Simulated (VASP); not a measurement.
A run of VASP 6.6.1:

The input INCAR:

```
  PREC = Accurate
  ENCUT = 600
  EDIFF = 1E-6
  ISMEAR = -1
  SIGMA = 0.05
  LREAL = F
  LASPH = T
  NELM = 60
  ALGO = Normal
  ISIF = 3
  LWAVE = F
  LCHARG = F
  GGA = PS
  LUSE_VDW = T
  IVDW_NL = 2
  BPARAM = 20.0
  CPARAM = 0.0093
  IBRION = 2
  NSW = 40
  EDIFFG = -0.005
```

KPOINTS

```
regular mesh
0
Gamma
  5 5 5
```

File POSCAR:

```
Zn6C
1.0
   -3.1573100000      3.1573100000      3.1573100000
    3.1573100000     -3.1573100000      3.1573100000
    3.1573100000      3.1573100000     -3.1573100000
Zn C
6 1
Direct
    0.0000000000      0.3204500000      0.3204500000
    0.0000000000      0.6795500000      0.6795500000
    0.3204500000      0.0000000000      0.3204500000
    0.6795500000      0.0000000000      0.6795500000
    0.3204500000      0.3204500000      0.0000000000
    0.6795500000      0.6795500000      0.0000000000
    0.0000000000      0.0000000000      0.0000000000
```

Potentials or basis: VASP PAW PBE potentials, release 64 (Zn, C).

Command:

```bash
$ cat potpaw_PBE.64/Zn/POTCAR potpaw_PBE.64/C/POTCAR > POTCAR
$ mpirun -np 1 vasp_std > vasp.out
```

Hardware: 1 thread of Intel(R) Xeon(R) Platinum 8488C (Sapphire Rapids) (shared host).

How long does it take, and how much memory?

Run time: 12 min on 1 thread of Intel(R) Xeon(R) Platinum 8488C (Sapphire Rapids) (shared host), peak memory 0.71 GiB. Counts: scf iterations 51, k points 10, ion steps 6.
